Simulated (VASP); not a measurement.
VASP input:

### KPOINTS
```
Automatic mesh
0
Gamma
5 5 1
0 0 0
```

File POSCAR:
```
Tl
1
    3.5893390000     0.0000000000     0.0000000000
    1.7946690000    11.9365580000     0.0000000000
    0.0000000000     0.0000000000    22.5567000000
Tl
12
Direct
  0.6807870000   0.0967600000   0.3753610000
  0.9138330000   0.6306680000   0.3103290000
  0.5416580000   0.3750160000   0.3211680000
  0.8199150000   0.8185030000   0.4295530000
  0.2146950000   0.0289440000   0.5054200000
  0.4477410000   0.5628520000   0.4403880000
  0.0755660000   0.3072000000   0.4512270000
  0.3538230000   0.7506870000   0.5596120000
  0.7486030000   0.9611280000   0.6354790000
  0.9816490000   0.4950360000   0.5704510000
  0.6094740000   0.2393850000   0.5812860000
  0.8877310000   0.6828710000   0.6896710000
```

INCAR:
```
! general
SYSTEM  = Tl
PREC    = Accurate
ENCUT   = 600
LREAL   = .FALSE.
LASPH   = .TRUE.

! electronic loop
EDIFF   = 1E-6
NELM    = 100
ALGO    = Normal
LMAXMIX = 4

! smearing
ISMEAR  = 0
SIGMA   = 0.05

! ions
ISIF    = 2

! output
LWAVE   = .FALSE.
LCHARG  = .FALSE.
```

POTCAR, in this order: Tl_d (LDA.64 set). Program: vasp_std.

Task: Translate this LDA calculation to Ansatz.

Result: One equivalent input (not run):
Ansatz 0.2 input:
```yaml
crystal:
  lattice:
    - [3.5893390, 0.0000000, 0.0000000]
    - [1.7946690, 11.9365580, 0.0000000]
    - [0.0000000, 0.0000000, 22.5567000]
  atoms:
    - { symbol: Tl, position: [0.6807870, 0.0967600, 0.3753610] }
    - { symbol: Tl, position: [0.9138330, 0.6306680, 0.3103290] }
    - { symbol: Tl, position: [0.5416580, 0.3750160, 0.3211680] }
    - { symbol: Tl, position: [0.8199150, 0.8185030, 0.4295530] }
    - { symbol: Tl, position: [0.2146950, 0.0289440, 0.5054200] }
    - { symbol: Tl, position: [0.4477410, 0.5628520, 0.4403880] }
    - { symbol: Tl, position: [0.0755660, 0.3072000, 0.4512270] }
    - { symbol: Tl, position: [0.3538230, 0.7506870, 0.5596120] }
    - { symbol: Tl, position: [0.7486030, 0.9611280, 0.6354790] }
    - { symbol: Tl, position: [0.9816490, 0.4950360, 0.5704510] }
    - { symbol: Tl, position: [0.6094740, 0.2393850, 0.5812860] }
    - { symbol: Tl, position: [0.8877310, 0.6828710, 0.6896710] }
kpoints:
  mp_grid: { grid: [5, 5, 1] }
hamiltonian:
  xc: lda
  pseudopotentials: { kind: paw }
scf:
  occupations: { method: gaussian, width: 0.05 }
  max_iter: 100
output: { forces: true, stress: true, eigenvalues: true }
```
What does not carry over: each code has its own PAW files, so the cut-off isn't converted (ENCUT is set for VASP's; basis.ecutwfc is left out, and Ansatz then takes the one that its files recommend); Ansatz stops its SCF on the density residual and VASP on the energy change (EDIFF); Ansatz's lda is the Perdew-Wang form, while the LDA potentials of VASP carry Perdew-Zunger's.

The cell is a sheet with vacuum, built from a database entry that may be metastable or hypothetical.
